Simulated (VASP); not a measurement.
An input for Ansatz (written as the equivalent of a VASP run, and not itself run):

Ansatz 0.2 input:
```yaml
crystal:
  lattice:
    - [0.0000000, 2.8794735, 2.8794735]
    - [2.8794735, 0.0000000, 2.8794735]
    - [2.8794735, 2.8794735, 0.0000000]
  atoms:
    - { symbol: Ge, position: [1.0000000, 1.0000000, 1.0000000] }
    - { symbol: Ge, position: [0.2500000, 0.2500000, 0.2500000] }
kpoints:
  mp_grid: { grid: [7, 7, 7] }
hamiltonian:
  xc: pbe
  pseudopotentials: { kind: paw }
scf:
  occupations: { method: gaussian, width: 0.05 }
  max_iter: 100
output: { forces: true, stress: true, eigenvalues: true }
```

Task: Write the VASP files for the same calculation (PBE).

Result: One answer among several that fit: 
File KPOINTS:
```
Automatic mesh
0
Gamma
7 7 7
0 0 0
```

**INCAR**
```
EDIFF  =  1E-6
ISMEAR  =  0   # Gaussian
SYSTEM  =  Ge
ENCUT  =  520
NELM  =  100   # most electronic steps
SIGMA  =  0.05
LASPH  =  .TRUE.   # aspherical one-centre terms
PREC  =  Accurate
GGA  =  PE   # PBE
LCHARG  =  .TRUE.
LWAVE  =  .FALSE.
ALGO  =  Normal   # blocked Davidson
LREAL  =  .FALSE.   # projection in real space or not
LMAXMIX  =  4   # l cut-off of mixed one-centre charges
```

POSCAR:
```
Ge
1
   -0.0000000000     2.8794735304     2.8794735304
    2.8794735304    -0.0000000000     2.8794735304
    2.8794735304     2.8794735304    -0.0000000000
Ge
2
Direct
  1.0000000000   1.0000000000   1.0000000000
  0.2500000000   0.2500000000   0.2500000000
```

POTCAR, in this order: Ge_d (PBE.64 set). Program: vasp_std.

The two are equivalent in intent, not identical: each code has its own PAW files, so the cut-off isn't converted (ENCUT is set for VASP's; basis.ecutwfc is left out, and Ansatz then takes the one that its files recommend); Ansatz stops its SCF on the density residual and VASP on the energy change (EDIFF).

The compound is Ge in the diamond structure. It was relaxed first, which changed the volume by +5 %.
